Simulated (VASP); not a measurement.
Crystal: Bi.

```
Bi
1.0
     2.26750    1.30914    3.93800
    -2.26750    1.30914    3.93800
     0.00000   -2.61828    3.93800
Bi
2
Direct
  0.23400 0.23400 0.23400
  0.76600 0.76600 0.76600
```

| Property | Result |
| --- | --- |
| Program | VASP 6.6.1 |
| Task | relaxation of cell and atoms |
| Functional | LDA |
| Potentials or basis | VASP PAW LDA potentials, release 64 (Bi_d) |
| Cutoff | 600 eV |
| k mesh | 12 × 12 × 12 |
| Occupations | gaussian, width 0.1 eV |
| Spin | no spin polarisation |

At the start: pressure -1.3 GPa; volume 35.07 Å³/atom.

Problem. How do energy, volume and symmetry change on relaxing?

Solution. Over 17 steps the energy falls by 8.4 meV/atom and the volume is 33.58 Å³/atom (-4.3 %); space group R-3m (No. 166, to 0.05 Å).

The path:
```
step  energy change (eV)  largest force (eV/Å)  pressure (GPa)  volume (Å³)
   1              0.0000                0.0939           -1.34        70.14
   2             -0.0076                0.2546            0.77        67.20
   3             -0.0093                0.2062            0.10        68.06
   4             -0.0127                0.1379            0.08        67.80
   5             -0.0158                0.0115            0.08        67.18
   6             -0.0158                0.0029            0.09        67.21
   7             -0.0164                0.0147           -0.16        67.44
   8             -0.0164                0.0166           -0.20        67.48
   9             -0.0167                0.0034           -0.05        67.28
  10             -0.0167                0.0081           -0.02        67.23
  11             -0.0167                0.0094           -0.02        67.22
  12             -0.0167                0.0100           -0.01        67.21
  13             -0.0167                0.0075           -0.03        67.19
  14             -0.0167                0.0019            0.04        67.12
  15             -0.0167                0.0047            0.05        67.14
  16             -0.0167                0.0066            0.02        67.17
  17             -0.0167                0.0048            0.00        67.16
```

Final structure:
```
Bi
1.0
     2.24871    1.29829    3.83388
    -2.24871    1.29829    3.83388
     0.00000   -2.59659    3.83388
Bi
2
Direct
  0.23728 0.23728 0.23728
  0.76272 0.76272 0.76272
```
